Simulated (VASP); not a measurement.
Input of a VASP 6.6.1 run:

INCAR

```
PREC = Accurate
ENCUT = 600
EDIFF = 1E-6
ISMEAR = -1
SIGMA = 0.05
LREAL = False
LASPH = True
NELM = 60
ALGO = Normal
ISIF = 3
LWAVE = False
LCHARG = False
GGA = B5
ALDAX = 1.0
AGGAX = 1.0
AGGAC = 1.0
ALDAC = 0.0
IBRION = 2
NSW = 60
EDIFFG = -0.02
KPAR = 4
```

Contents of KPOINTS:

```
regular mesh
0
Gamma
  6 6 4
```

File POSCAR:

```
HfIn4SiO6
1.0
    2.7160300000     -4.7033200000      0.0044800000
    2.7160300000      4.7033200000      0.0044800000
   -1.8630900000      0.0000000000      7.4041500000
Hf In Si O
1 4 1 6
Direct
    0.2048000000      0.7952000000      0.0000000000
    0.3713900000      0.6286100000      0.5000000000
    0.5381200000      0.4618800000      0.0000000000
    0.0350000000      0.9650000000      0.5000000000
    0.7090700000      0.2909300000      0.5000000000
    0.8714600000      0.1285400000      0.0000000000
    0.1074100000      0.0691800000      0.8666700000
    0.9308200000      0.8925900000      0.1333300000
    0.8397500000      0.3782000000      0.8666900000
    0.6218000000      0.1602500000      0.1333100000
    0.1981300000      0.4689100000      0.1333800000
    0.5310900000      0.8018700000      0.8666200000
```

Potentials or basis: VASP PAW PBE potentials, release 64 (Hf_pv, In_d, Si, O).

Command:

```console
$ cat potpaw_PBE.64/Hf_pv/POTCAR potpaw_PBE.64/In_d/POTCAR potpaw_PBE.64/Si/POTCAR potpaw_PBE.64/O/POTCAR > POTCAR
$ mpirun -np 4 vasp_std > vasp.out
```

Q: What does it give for the relaxed volume?

A: 16.56 Å³/atom.

Q: What does it give for the space group after relaxing (to 0.05 Å)?

A: C2 (No. 5).

Q: What does it give for the band gap on the k mesh?

A: None (metal or under the smearing width).

Q: Estimate the relaxed cell.

A: a = 5.502 Å, b = 5.502 Å, c = 7.811 Å, α = 96.90°, β = 96.90°, γ = 119.99°.

Step by step:
| step | energy change (eV) | largest force (eV/Å) | pressure (GPa) | volume (Å³) |
| --- | --- | --- | --- | --- |
| 1 | 0.0000 | 0.1293 | 4.05 | 189.25 |
| 2 | -0.0386 | 0.4891 | -2.54 | 200.36 |
| 3 | -0.0810 | 0.2805 | 0.04 | 195.56 |
| 4 | -0.0958 | 0.1015 | 0.07 | 196.56 |
| 5 | -0.0985 | 0.0585 | 0.10 | 197.15 |
| 6 | -0.1029 | 0.0414 | 0.08 | 197.66 |
| 7 | -0.1050 | 0.0290 | 0.08 | 198.17 |
| 8 | -0.1052 | 0.0273 | 0.08 | 198.36 |
| 9 | -0.1055 | 0.0162 | -0.06 | 198.77 |

Caveat: the PAW data sets were made with another functional, which shifts forces and pressure a little. Spin-orbit coupling is left out, which matters for the levels of Hf.
